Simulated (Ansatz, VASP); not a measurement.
Given: the input of a run of VASP 6.6.1 on Al3Pd.

Contents of INCAR:

```
SYSTEM = Al3Pd
PREC     = Accurate       ! precision mode
ENCUT    = 520            ! plane-wave cutoff, eV
EDIFF    = 1E-7           ! SCF threshold, eV
ISMEAR   = -1             ! smearing method
SIGMA    = 0.05           ! smearing width, eV
LREAL    = .FALSE.        ! projectors in reciprocal space
LASPH    = .TRUE.         ! aspherical terms in the spheres
NELM     = 100            ! most SCF steps
ALGO     = Normal         ! electronic algorithm
ISIF     = 2              ! what is computed and relaxed
LWAVE    = .FALSE.        ! write WAVECAR
LCHARG   = .FALSE.        ! write CHGCAR
GGA      = PE             ! functional
NBANDS   = 18             ! bands
```

File KPOINTS:

```
Automatic mesh
0
G
  7 7 7
  0 0 0
```

File POSCAR:

```
Al3Pd
1.0
    3.9988489825      0.0000000000      0.0000000000
    0.0000000000      3.9988489825      0.0000000000
    0.0000000000      0.0000000000      3.9988489825
Pd Al
1 3
Direct
    0.0000000000      0.0000000000      0.0000000000
    0.5000000000      0.5000000000      0.0000000000
    0.5000000000      0.0000000000      0.5000000000
    0.0000000000      0.5000000000      0.5000000000
```

Potentials or basis: VASP PAW PBE potentials, release 64 (Pd, Al).

Launch:

```sh
$ cat potpaw_PBE.64/Pd/POTCAR potpaw_PBE.64/Al/POTCAR > POTCAR
$ mpirun -np 1 vasp_std > vasp.out
```

**Question.** Translate it to Ansatz 0.2.0. Potentials there: Ansatz PAW.

**Answer.** As run (the cutoff follows the program's own potentials):

File input.yaml:

```yaml
crystal:
  lattice:
    - [3.9988489825, 0.0, 0.0]
    - [0.0, 3.9988489825, 0.0]
    - [0.0, 0.0, 3.9988489825]
  atoms:
    - { symbol: Pd, position: [0.0, 0.0, 0.0] }
    - { symbol: Al, position: [0.5, 0.5, 0.0] }
    - { symbol: Al, position: [0.5, 0.0, 0.5] }
    - { symbol: Al, position: [0.0, 0.5, 0.5] }
hamiltonian:
  xc: pbe
  pseudopotentials: { kind: paw }
kpoints:
  mp_grid: { grid: [7, 7, 7] }
scf:
  occupations: { method: fermi_dirac, width: 0.05 }
output:
  forces: true
  stress: true
  eigenvalues: true
```

Potentials or basis: Ansatz PAW.

The run is started by

```console
$ ansatz run input.yaml --threads 2 --pin off --max-ram 5120MiB --backend cpu --events-out ev --progress --plain --runs-dir out
```

Both were run:

|  | VASP | Ansatz | Ansatz less VASP |
| --- | --- | --- | --- |
| gap on the k mesh at the Fermi level (eV) | none | none | - |
| pressure (GPa) | -2.8 | -2.7 | +0.04 |

A gap of «none» marks a metal or a gap that the smearing closes. The two sets of potentials don't hold the same shells in valence.
